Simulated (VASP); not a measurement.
These are RPBE GGA, VASP's PBE PAW potentials (set 64) (plane waves; VASP) values and carry that method's errors.

VASP ran on this input.

INCAR:
```
ALGO=Normal
EDIFF=1E-7
ENCUT=520
GGA=RP
ISIF=2
ISMEAR=0
LASPH=.True.
LCHARG=.False.
LMAXMIX=4
LREAL=.False.
LWAVE=.False.
NELM=100
PREC=Accurate
SIGMA=0.05
SYSTEM=NaI
```

### KPOINTS
```
K-points
0
gamma
  7 7 7
0 0 0
```

POSCAR:
```
NaI
1
    0.0000000000     3.3523602638     3.3523602638
    3.3523602638     0.0000000000     3.3523602638
    3.3523602638     3.3523602638     0.0000000000
Na I
1 1
Direct
  0.0000000000   0.0000000000   0.0000000000
  0.5000000000   0.5000000000   0.5000000000
```

POTCAR, in this order: Na_pv I (PBE.64 set). Program: vasp_std.

Output of the run:

### OSZICAR
```
       N       E                     dE             d eps       ncg     rms          rms(c)
DAV:   1     0.760602905933E+02    0.76060E+02   -0.66588E+03   448   0.110E+03
DAV:   2     0.157591519683E+01   -0.74484E+02   -0.69462E+02   476   0.228E+02
DAV:   3    -0.493773481769E+01   -0.65137E+01   -0.64784E+01   539   0.697E+01
DAV:   4    -0.512979939649E+01   -0.19206E+00   -0.19195E+00   524   0.128E+01
DAV:   5    -0.513533323696E+01   -0.55338E-02   -0.55338E-02   526   0.222E+00    0.186E+00
DAV:   6    -0.505798151623E+01    0.77352E-01   -0.11626E-01   509   0.194E+00    0.130E+00
DAV:   7    -0.505094968850E+01    0.70318E-02   -0.11550E-01   488   0.201E+00    0.706E-01
DAV:   8    -0.505704811620E+01   -0.60984E-02   -0.15036E-02   461   0.103E+00    0.196E-01
DAV:   9    -0.505694718644E+01    0.10093E-03   -0.25958E-04   506   0.145E-01    0.684E-02
DAV:  10    -0.505704811381E+01   -0.10093E-03   -0.16125E-04   467   0.117E-01    0.777E-03
DAV:  11    -0.505705991315E+01   -0.11799E-04   -0.15905E-05   497   0.348E-02    0.330E-03
DAV:  12    -0.505706258233E+01   -0.26692E-05   -0.52711E-06   476   0.213E-02    0.147E-03
DAV:  13    -0.505706301800E+01   -0.43567E-06   -0.44414E-07   512   0.602E-03    0.760E-04
DAV:  14    -0.505706295882E+01    0.59175E-07   -0.67141E-08   423   0.166E-03
   1 F= -.50570630E+01 E0= -.50570630E+01  d E =-.593674E-11
```

OUTCAR:
```
------------------------ aborting loop because EDIFF is reached ----------------------------------------
  FORCE on cell =-STRESS in cart. coord.  units (eV):
  Direction    XX          YY          ZZ          XY          YZ          ZX
  --------------------------------------------------------------------------------------
  Total       -0.0059660     -0.0059660     -0.0059660      0.0000000     -0.0000000      0.0000000
  in kB       -0.1268559     -0.1268559     -0.1268559      0.0000000     -0.0000000      0.0000000
  external PRESSURE =      -0.1268559 kB  Pullay stress =       0.0000000 kB
  volume of cell :       75.35
      direct lattice vectors                 reciprocal lattice vectors
     0.000000000  3.352360264  3.352360264    -0.149148648  0.149148648  0.149148648
     3.352360264  0.000000000  3.352360264     0.149148648 -0.149148648  0.149148648
     3.352360264  3.352360264  0.000000000     0.149148648  0.149148648 -0.149148648
  FREE ENERGIE OF THE ION-ELECTRON SYSTEM (eV)
  ---------------------------------------------------
  free  energy   TOTEN  =        -5.0570629588 eV

  energy  without entropy=       -5.0570629588  energy(sigma->0) =       -5.05706296
```
(Selected blocks of OUTCAR.)

OUTCAR:
```
 val. band max:        0.2322825589   @ k =   0.0000   0.0000   0.0000

 cond. band min:       3.8750129993   @ k =   0.0000   0.0000   0.0000


 Fermi energy:         0.4417119697

 k-point     1 :       0.0000    0.0000    0.0000
  band No.  band energies     occupation
      1     -22.3854      2.00000
      2     -22.3854      2.00000
      3     -22.3854      2.00000
      4     -10.4931      2.00000
      5       0.2323      2.00000
      6       0.2323      2.00000
      7       0.2323      2.00000
      8       3.8750      0.00000
      9       8.2747      0.00000
     10       8.2747      0.00000
     11       8.2747      0.00000

 k-point     2 :       0.1429    0.0000    0.0000
  band No.  band energies     occupation
      1     -22.3859      2.00000
      2     -22.3854      2.00000
      3     -22.3854      2.00000
      4     -10.4533      2.00000
      5      -0.2228      2.00000
      6       0.1886      2.00000
      7       0.1886      2.00000
      8       4.4416      0.00000
      9       7.8685      0.00000
     10       8.4156      0.00000
     11       8.4156      0.00000

 k-point     3 :       0.2857    0.0000    0.0000
  band No.  band energies     occupation
      1     -22.3871      2.00000
      2     -22.3855      2.00000
      3     -22.3855      2.00000
      4     -10.3605      2.00000
      5      -0.9863      2.00000
      6       0.0948      2.00000
      7       0.0948      2.00000
      8       5.2760      0.00000
      9       7.7672      0.00000
     10       8.1159      0.00000
     11       8.1159      0.00000

 k-point     4 :       0.4286    0.0000    0.0000
  band No.  band energies     occupation
      1     -22.3881      2.00000
      2     -22.3856      2.00000
      3     -22.3856      2.00000
      4     -10.2827      2.00000
      5      -1.4743      2.00000
      6       0.0237      2.00000
      7       0.0237      2.00000
      8       5.5062      0.00000
      9       7.7697      0.00000
...
```

Unless said otherwise, spin-orbit coupling is left out, though it shifts the bands of the heavy elements here.

The compound is NaI in the rock salt structure. It was relaxed first, which changed the volume by +11 %.
